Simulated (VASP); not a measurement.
Molecule: BH3, in a box.

```xyz
4
Lattice="11.0000 0.0000 0.0000 0.0000 11.0000 0.0000 0.0000 0.0000 11.0000" Properties=species:S:1:pos:R:3 pbc="T T T"
B     5.3680    5.7194    5.5579
H     6.3363    6.1162    6.1319
H     5.0779    4.5626    5.6061
H     4.6897    6.4794    4.9362
```

Base run:

| Quantity | Value |
| --- | --- |
| Program | VASP 6.6.1 |
| Functional | PBE |
| Potentials or basis | VASP PAW PBE potentials, release 64 (B_h, H_h) |
| Cutoff | 900 eV |
| k mesh | 1 × 1 × 1 |
| Occupations | gaussian, width 0.01 eV |
| Spin | no spin polarisation |

Its results: gap between the frontier levels 5.41 eV; largest force 0.103 eV/Å.

Question: The run is repeated on the same cell with these changes: functional from PBE to r2SCAN; potentials or basis from VASP PAW PBE potentials, release 64 (B_h, H_h) to VASP PAW PBE potentials, release 64 (B, H); cutoff from 900 eV to 520 eV. What comes out?

Answer: Gap between the frontier levels 6.27 eV; largest force 0.072 eV/Å.

Caveats: the PAW data sets were made with another functional, which shifts forces and pressure a little (some runs).

